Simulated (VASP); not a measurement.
Ir, 1 atom in the cell. Symmetry: Fm-3m, No. 225, cubic system. Conventional cell: a = 3.839 Å, b = 3.839 Å, c = 3.839 Å, α = 90.00°, β = 90.00°, γ = 90.00°. Ir (site symmetry m-3m) is surrounded by 12 Ir at 2.71 Å. 

```yaml
Program: VASP 6.6.1
Task: single point
Functional: PBE
Potentials_or_basis: VASP PAW PBE potentials, release 64 (Ir)
Cutoff: 520 eV
k_mesh: 24 × 24 × 24
Occupations: fermi-dirac, width 0.1 eV
Spin: no spin polarisation
Further_INCAR_settings: ALGO = Fast; EDIFF = 1e-06
```

Potentials or basis: VASP PAW PBE potentials, release 64 (Ir).

Command:

```sh
$ cat potpaw_PBE.64/Ir/POTCAR > POTCAR
$ mpirun -np 1 vasp_std > vasp.out
```

Hardware: 1 thread of AMD EPYC 9R45 96-Core Processor (Zen 5), with other jobs on the host.

Problem. How long does it take, and how much memory?

Solution. It took 35 s on 1 thread of AMD EPYC 9R45 96-Core Processor (Zen 5), on a shared host, peak memory 0.14 GiB. Counts: scf iterations 18, k points 413.
